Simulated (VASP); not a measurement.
**Rb2In: energy against volume and a worked fit**

```
Rb In
1.0
     0.00000    4.57662    4.57662
     4.57662    0.00000    4.57662
     4.57662    4.57662    0.00000
Rb In
2 1
Direct
  0.25000 0.25000 0.25000
  0.75000 0.75000 0.75000
  0.00000 0.00000 0.00000
```

The cell comes from a database or a generator and needn't be the stable form of this composition.

The cell was scaled at fixed shape and fractions and run with VASP, PBE PAW files In_d, Rb_sv, 520 eV; PBE, k mesh 5 × 5 × 5 on the cell of 3 atoms, fermi-dirac occupations of 0.05 eV, no spin polarisation, no spin-orbit coupling. Energies are those that the program minimises, any entropy of the smearing included. For a metal such a mesh isn't converged to the digits shown.

| V (Å³/atom) | energy over the lowest row (meV/atom) |
| --- | --- |
| 60.0719 | 5.271 |
| 61.3500 | 2.447 |
| 62.6281 | 0.719 |
| 63.9062 | 0.000 |
| 65.1844 | 0.169 |
| 66.4625 | ? |
| 67.7406 | 2.873 |

Task: Fit the third-order Birch-Murnaghan form, give V0, B0 and B′, and predict the energy left open.

Result: With y = (V0/V)^(2/3), E = E0 + (9 V0 B0/16) [(y - 1)³ B′ + (y - 1)² (6 - 4y)]. Least squares through the rows shown give V0 = 64.2833 Å³/atom, E0 = -0.041 meV, B0 = 5.495 GPa (1 eV/Å³ = 160.218 GPa) and B′ = 4.14, with a largest miss of 0.004 meV. At V = 66.4625 the form with these constants gives 1.155 meV; the run gave 1.158 meV an atom.
